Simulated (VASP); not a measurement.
Given:

```yaml
crystal:
  lattice:
    - [1.95856, -3.39233, 0.00000]
    - [1.95856, 3.39233, 0.00000]
    - [0.00000, 0.00000, 6.09915]
  atoms:
    - { symbol: La, position: [0.33333, 0.66667, 0.24565] }
    - { symbol: La, position: [0.66667, 0.33333, 0.75435] }
    - { symbol: O, position: [0.00000, 0.00000, 0.00000] }
    - { symbol: O, position: [0.33333, 0.66667, 0.64629] }
    - { symbol: O, position: [0.66667, 0.33333, 0.35371] }
```

Calculation: PBE GGA with D3 dispersion (Becke-Johnson damping), VASP's PBE PAW potentials (set 64) (plane waves; VASP). Numerical set-up: 520 eV cut-off, 6×6×4 Γ-centred mesh, Gaussian smearing of 0.050 eV, potentials La O.

**Question.** What does the run give for the energy per atom (σ→0), band gap (on the k-mesh) with the smallest direct gap where there is one?

**Answer.** 
The band gap (on the k-mesh) is 3.88 eV and the smallest direct gap (on the k-mesh) comes out as 3.98 eV. The energy per atom (σ→0) is -8.622 eV/atom.

The absolute energy has meaning only against runs of the same code, potentials and settings.

The compound is La2O3 in the a-type structure. It was relaxed first. The start is the result of an earlier pass.
